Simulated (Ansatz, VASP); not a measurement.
# Zn3In4Ga2O12 (amorphous In16Ga8Zn12O48) in two plane-wave programs, part 2 of 3

Aim: how closely do two programs agree when they are given the same cell, functional and k mesh? Of the first pair: The structure shown is the start of the Ansatz relaxation below; VASP solves that cell, so the two are compared at the walk's first step.

VASP 6.6.1 and Ansatz 0.2.0.

So far: The starting structure; Ansatz: relaxation, PBE.

### 3. VASP: single point, PBE, start cell, pair 1

Level of this step: PBE; plane waves and PAW (In_d, Ga_d, Zn, O) (VASP).

The same cell, functional, mesh and smearing now go to VASP, with its own data sets.

Lines of VASP's logs that name or quote its potential files are left out, and so is its time.

Input file INCAR:

```
SYSTEM = Zn3In4Ga2O12
PREC = Accurate
ENCUT = 520
EDIFF = 1E-06
NELM = 120
ISMEAR = -1
SIGMA = 0.025
LREAL = Auto
ALGO = Normal
GGA = PE
NBANDS = 432
LORBIT = 11
LWAVE = .FALSE.
LCHARG = .FALSE.
ISIF = 2
LASPH = .TRUE.
GGA_COMPAT = .FALSE.
EFERMI = MIDGAP
NCORE = 2
```

Input file POSCAR:

```
Zn3In4Ga2O12
1.0
   10.3183000000      0.0000000000      0.0000000000
    0.0000000000     10.3183000000      0.0000000000
    0.0000000000      0.0000000000     10.3183000000
In Ga Zn O
16 8 12 48
Direct
    0.6563290465      0.4743223205      0.6471511780
    0.7768624677      0.7287537676      0.1749706832
    0.0935522324      0.8502660322      0.0475562835
    0.3245108206      0.9703633350      0.5146584224
    0.9354544838      0.2434703391      0.1631470300
    0.9103437582      0.6917709313      0.5766744522
    0.6773596426      0.0786176017      0.3448436273
    0.4992682903      0.1688456432      0.6654390743
    0.2047817955      0.0728511480      0.1976585290
    0.3097021796      0.6502718471      0.5871316011
    0.9633272923      0.9610013277      0.3756917322
    0.3470339106      0.9598092709      0.8445189615
    0.4065786031      0.2374519058      0.3600011630
    0.4717443765      0.9092098505      0.1337235785
    0.5806285919      0.7577023347      0.4280647006
    0.5583380983      0.7686925172      0.7646414623
    0.4179273718      0.4709787465      0.8222187763
    0.7629745210      0.0096818274      0.6336799667
    0.6363063683      0.3767287247      0.2054989679
    0.8841378909      0.7213785217      0.8670711261
    0.0448911158      0.9403971584      0.7137222217
    0.9680955196      0.4222110231      0.7038659469
    0.1359817024      0.6925947104      0.3182113333
    0.8493453379      0.5284203793      0.3561633215
    0.1746120970      0.2193384569      0.6610972738
    0.7129856662      0.4631383077      0.9366756152
    0.0055629319      0.5493056027      0.0838413305
    0.9364817848      0.2534719867      0.4514503358
    0.1718597056      0.3396489732      0.9376156925
    0.1803494762      0.6505432096      0.8426097322
    0.8674490953      0.2022910751      0.8305922487
    0.1282381788      0.4498027776      0.4169776029
    0.8568853396      0.0079664286      0.0663384472
    0.6255584738      0.0798581162      0.9380615024
    0.3327583032      0.4601145538      0.1642906293
    0.4425438299      0.2387214948      0.0357617049
    0.4637101073      0.9578225095      0.6658655011
    0.1078569144      0.6362288361      0.4948101916
    0.7561420001      0.2538111898      0.2672436351
    0.7727823382      0.7738580968      0.7286083948
    0.0081990250      0.8703274764      0.5510500761
    0.8748437243      0.8298363102      0.0208367657
    0.0585755405      0.2847271353      0.8008586686
    0.8314063363      0.4867856139      0.5423374005
    0.7854588450      0.7023153039      0.4112402237
    0.8077977961      0.9451363112      0.2449531415
    0.1548704728      0.6573175814      0.0308384133
    0.0499403972      0.1398001609      0.3204791487
    0.0425070021      0.3719217313      0.0612794743
    0.0544178789      0.8148241474      0.8400608627
    0.2002364731      0.0227266119      0.6972466395
    0.3370613376      0.4181599682      0.9750346472
    0.3572293886      0.7811461190      0.4421755522
    0.3345996918      0.7589525406      0.7727144975
    0.2642295727      0.5109562622      0.7297423025
    0.0650300922      0.3461519824      0.5632129324
    0.9665351851      0.3935628931      0.3260808467
    0.8015855325      0.1701346152      0.0028299235
    0.1199228555      0.8653169611      0.2667978252
    0.5733599527      0.2015642112      0.4706201603
    0.5356987101      0.6384578855      0.5877324753
    0.0495818110      0.0579746664      0.0622389347
    0.6754988709      0.1148832657      0.7532733105
    0.2884486786      0.9369082116      0.0453660002
    0.4803892114      0.4125388872      0.2873147708
    0.5728269192      0.5708595408      0.8384811451
    0.9039182811      0.0347247124      0.7495808418
    0.5975015264      0.3555818303      0.0322533751
    0.2403787446      0.5460783269      0.2983824855
    0.5625926751      0.0896465503      0.1331323958
    0.4940057955      0.3688979774      0.6918000058
    0.3145963967      0.1849820222      0.5392554975
    0.8351278796      0.5942645591      0.9888838278
    0.5761995678      0.7656978378      0.2230309256
    0.9676012521      0.6455133113      0.2468042216
    0.4151168313      0.1529709351      0.8663927197
    0.6628998963      0.9300756908      0.5001889846
    0.8448775477      0.0996385063      0.4902357947
    0.9886221568      0.5957182869      0.7497359061
    0.7279493715      0.5275287596      0.2258608492
    0.5439365012      0.8926761191      0.9308994699
    0.3025982962      0.2508068190      0.1753680354
    0.8016339901      0.3802758206      0.7766977118
    0.3697605226      0.0256728337      0.3181725672
```

Input file KPOINTS:

```
Automatic mesh
0
Gamma
1 1 1
0 0 0
```

Potentials, in the order of the species: In_d, Ga_d, Zn and O (PBE family, release 64).

Run with:

```bash
> mpirun -np 8 vasp_gam
```

Numbers of over 12 decimals in the logs are rounded to 6 here.

What it wrote:

```text
[banner, memory and clock lines left out]
running    8 mpi-ranks, on    1 nodes
[...]
LDA part: xc-table for (Slater+PW92), standard interpolation
 POSCAR, INCAR and KPOINTS ok, starting setup
[...]
entering main loop
       N       E                     dE             d eps       ncg     rms          rms(c)
DAV:   1     0.180667668123E+05    0.18067E+05   -0.30962E+05   864   0.299E+03
DAV:   2     0.479328467934E+04   -0.13273E+05   -0.12660E+05   864   0.920E+02
DAV:   3     0.386334416050E+03   -0.44070E+04   -0.41795E+04   992   0.393E+02
DAV:   4    -0.443665312414E+03   -0.83000E+03   -0.80122E+03  1128   0.175E+02
[...]
DAV:  20    -0.431211867278E+03    0.80809E-05   -0.83188E-05  1232   0.692E-02    0.343E-02
DAV:  21    -0.431211870143E+03   -0.28656E-05   -0.45034E-05  1320   0.242E-02    0.168E-02
DAV:  22    -0.431211869195E+03    0.94862E-06   -0.43733E-06   824   0.165E-02
   1 F= -.43121187E+03 E0= -.43121181E+03  d E =-.109110E-03
```

OUTCAR, selected parts (step 3):

```text
  FREE ENERGIE OF THE ION-ELECTRON SYSTEM (eV)
  ---------------------------------------------------
  free  energy   TOTEN  =      -431.2118691947 eV

  energy  without entropy=     -431.2117600850  energy(sigma->0) =     -431.21181464

[... 1 further part left out ...]
```

The run ends at a pressure of 3.57 GPa, with forces up to 0.25 eV/Å.

### 4. Comparison

Known differences besides the potentials themselves: the cutoff is 420 eV in Ansatz and 520 eV in VASP (PREC = Accurate, projectors in real space). Total energies have different zeros and are not compared.

Forces on 10 of the 84 atoms, those with the largest forces and the largest differences (eV/Å; atoms numbered as in POSCAR):

| atom | Ansatz x, y, z | VASP x, y, z |
| --- | --- | --- |
| Ga19 | 0.060, -0.163, -0.173 | 0.069, -0.154, -0.161 |
| Zn33 | -0.180, -0.076, -0.161 | -0.192, -0.074, -0.149 |
| Zn35 | 0.030, -0.213, -0.027 | 0.043, -0.208, -0.071 |
| O38 | 0.189, -0.030, -0.135 | 0.183, -0.012, -0.078 |
| O42 | -0.002, 0.183, 0.135 | 0.006, 0.137, 0.127 |
| O47 | -0.078, -0.037, -0.142 | -0.027, -0.038, -0.089 |
| O57 | 0.091, -0.019, 0.057 | 0.075, -0.004, -0.009 |
| O58 | 0.118, -0.113, -0.017 | 0.070, -0.029, 0.022 |
| O62 | -0.025, -0.221, 0.000 | -0.013, -0.203, -0.023 |
| O80 | 0.096, 0.227, 0.007 | 0.077, 0.233, -0.010 |

The forces differ by 22 meV/Å r.m.s., which is 29.3 % of the r.m.s. force of 0.074 eV/Å (both taken over all components).

### 5. Ansatz: relaxation, PBE

This run makes the geometry at which the two programs are then compared. The cell compared in this pair holds 1152.12 Å³, against 1098.56 Å³ for the pair before.

The structure compared here is the end of the Ansatz relaxation.

Input file input.yaml:

```yaml
crystal:
  lattice:
    - [10.3183, 0.0, 0.0]
    - [0.0, 10.3183, 0.0]
    - [0.0, 0.0, 10.3183]
  atoms:
    - { symbol: In, position: [0.65633, 0.47432, 0.64715] }
    - { symbol: In, position: [0.77686, 0.72875, 0.17497] }
    - { symbol: In, position: [0.09355, 0.85027, 0.04756] }
    - { symbol: In, position: [0.32451, 0.97036, 0.51466] }
    - { symbol: In, position: [0.93545, 0.24347, 0.16315] }
    - { symbol: In, position: [0.91034, 0.69177, 0.57667] }
    - { symbol: In, position: [0.67736, 0.07862, 0.34484] }
    - { symbol: In, position: [0.49927, 0.16885, 0.66544] }
    - { symbol: In, position: [0.20478, 0.07285, 0.19766] }
    - { symbol: In, position: [0.3097, 0.65027, 0.58713] }
    - { symbol: In, position: [0.96333, 0.961, 0.37569] }
    - { symbol: In, position: [0.34703, 0.95981, 0.84452] }
    - { symbol: In, position: [0.40658, 0.23745, 0.36] }
    - { symbol: In, position: [0.47174, 0.90921, 0.13372] }
    - { symbol: In, position: [0.58063, 0.7577, 0.42806] }
    - { symbol: In, position: [0.55834, 0.76869, 0.76464] }
    - { symbol: Ga, position: [0.41793, 0.47098, 0.82222] }
    - { symbol: Ga, position: [0.76297, 0.00968, 0.63368] }
    - { symbol: Ga, position: [0.63631, 0.37673, 0.2055] }
    - { symbol: Ga, position: [0.88414, 0.72138, 0.86707] }
    - { symbol: Ga, position: [0.04489, 0.9404, 0.71372] }
    - { symbol: Ga, position: [0.9681, 0.42221, 0.70387] }
    - { symbol: Ga, position: [0.13598, 0.69259, 0.31821] }
    - { symbol: Ga, position: [0.84935, 0.52842, 0.35616] }
    - { symbol: Zn, position: [0.17461, 0.21934, 0.6611] }
    - { symbol: Zn, position: [0.71299, 0.46314, 0.93668] }
    - { symbol: Zn, position: [0.00556, 0.54931, 0.08384] }
    - { symbol: Zn, position: [0.93648, 0.25347, 0.45145] }
    - { symbol: Zn, position: [0.17186, 0.33965, 0.93762] }
    - { symbol: Zn, position: [0.18035, 0.65054, 0.84261] }
    - { symbol: Zn, position: [0.86745, 0.20229, 0.83059] }
    - { symbol: Zn, position: [0.12824, 0.4498, 0.41698] }
    - { symbol: Zn, position: [0.85689, 0.00797, 0.06634] }
    - { symbol: Zn, position: [0.62556, 0.07986, 0.93806] }
    - { symbol: Zn, position: [0.33276, 0.46011, 0.16429] }
    - { symbol: Zn, position: [0.44254, 0.23872, 0.03576] }
    - { symbol: O, position: [0.46371, 0.95782, 0.66587] }
    - { symbol: O, position: [0.10786, 0.63623, 0.49481] }
    - { symbol: O, position: [0.75614, 0.25381, 0.26724] }
    - { symbol: O, position: [0.77278, 0.77386, 0.72861] }
    - { symbol: O, position: [0.0082, 0.87033, 0.55105] }
    - { symbol: O, position: [0.87484, 0.82984, 0.02084] }
    - { symbol: O, position: [0.05858, 0.28473, 0.80086] }
    - { symbol: O, position: [0.83141, 0.48679, 0.54234] }
    - { symbol: O, position: [0.78546, 0.70232, 0.41124] }
    - { symbol: O, position: [0.8078, 0.94514, 0.24495] }
    - { symbol: O, position: [0.15487, 0.65732, 0.03084] }
    - { symbol: O, position: [0.04994, 0.1398, 0.32048] }
    - { symbol: O, position: [0.04251, 0.37192, 0.06128] }
    - { symbol: O, position: [0.05442, 0.81482, 0.84006] }
    - { symbol: O, position: [0.20024, 0.02273, 0.69725] }
    - { symbol: O, position: [0.33706, 0.41816, 0.97503] }
    - { symbol: O, position: [0.35723, 0.78115, 0.44218] }
    - { symbol: O, position: [0.3346, 0.75895, 0.77271] }
    - { symbol: O, position: [0.26423, 0.51096, 0.72974] }
    - { symbol: O, position: [0.06503, 0.34615, 0.56321] }
    - { symbol: O, position: [0.96654, 0.39356, 0.32608] }
    - { symbol: O, position: [0.80159, 0.17013, 0.00283] }
    - { symbol: O, position: [0.11992, 0.86532, 0.2668] }
    - { symbol: O, position: [0.57336, 0.20156, 0.47062] }
    - { symbol: O, position: [0.5357, 0.63846, 0.58773] }
    - { symbol: O, position: [0.04958, 0.05797, 0.06224] }
    - { symbol: O, position: [0.6755, 0.11488, 0.75327] }
    - { symbol: O, position: [0.28845, 0.93691, 0.04537] }
    - { symbol: O, position: [0.48039, 0.41254, 0.28731] }
    - { symbol: O, position: [0.57283, 0.57086, 0.83848] }
    - { symbol: O, position: [0.90392, 0.03472, 0.74958] }
    - { symbol: O, position: [0.5975, 0.35558, 0.03225] }
    - { symbol: O, position: [0.24038, 0.54608, 0.29838] }
    - { symbol: O, position: [0.56259, 0.08965, 0.13313] }
    - { symbol: O, position: [0.49401, 0.3689, 0.6918] }
    - { symbol: O, position: [0.3146, 0.18498, 0.53926] }
    - { symbol: O, position: [0.83513, 0.59426, 0.98888] }
    - { symbol: O, position: [0.5762, 0.7657, 0.22303] }
    - { symbol: O, position: [0.9676, 0.64551, 0.2468] }
    - { symbol: O, position: [0.41512, 0.15297, 0.86639] }
    - { symbol: O, position: [0.6629, 0.93008, 0.50019] }
    - { symbol: O, position: [0.84488, 0.09964, 0.49024] }
    - { symbol: O, position: [0.98862, 0.59572, 0.74974] }
    - { symbol: O, position: [0.72795, 0.52753, 0.22586] }
    - { symbol: O, position: [0.54394, 0.89268, 0.9309] }
    - { symbol: O, position: [0.3026, 0.25081, 0.17537] }
    - { symbol: O, position: [0.80163, 0.38028, 0.7767] }
    - { symbol: O, position: [0.36976, 0.02567, 0.31817] }
kpoints:
  mp_grid: { grid: [1, 1, 1] }
hamiltonian:
  xc: pbe
scf:
  occupations: { method: fermi_dirac, width: 0.025 }
output:
  forces: true
relax:
  f_tol: 0.04
  max_steps: 250
  cell: {}
```

Run with:

```bash
> ansatz run input.yaml --threads 4 --pin off --max-ram 8192MiB --backend cpu --events-out ev --progress --plain --runs-dir out
```

What it wrote:

```text
[...]
Crystal: 84 atoms, lattice volume = 1098.562 Å³
Basis set: ecut = 420 eV, 21559 PW (Γ), exchange–correlation on 144×144×144 points (8 copies of the dense FFT grid, shifted against one another)
Bands: 456, of which v1, the nominal top of the filled ones, is band 372 counted from 1 (371 counted from 0)
Symmetry: 1 space group operations
[...]
k-points: 1
[...]
- { symbol: O, position: [0.745957, 0.264146, 0.273579] }
    - { symbol: O, position: [0.772654, 0.741649, 0.741032] }
    - { symbol: O, position: [-0.0065915, 0.871430, 0.548288] }
    - { symbol: O, position: [0.884706, 0.818287, 0.026481] }
    - { symbol: O, position: [0.053397, 0.278493, 0.796999] }
    - { symbol: O, position: [0.831292, 0.497967, 0.550769] }
[...]
- { symbol: O, position: [0.561303, 0.901660, 0.931617] }
    - { symbol: O, position: [0.295138, 0.244280, 0.161355] }
    - { symbol: O, position: [0.801878, 0.380672, 0.781965] }
    - { symbol: O, position: [0.346988, 0.028598, 0.311470] }
[key lines of the parts left out:]
P = ⅓ Tr σ = 0.0112 GPa (0.112 kbar)
```

(Continued in part 3 of 3.)

[Lines on the potential files, build, host, timing and source positions are cut from VASP's logs without a mark.]

[Logs are printed without paths, hosts, clocks, repeated set-up lines and the standing remarks that a program may print on its own settings, such as how far it seeks lower states.]

[Hosts, paths, dates, database ids (printed as entryN), source tags and the programs' standing remarks are cut or masked in the printed files.]
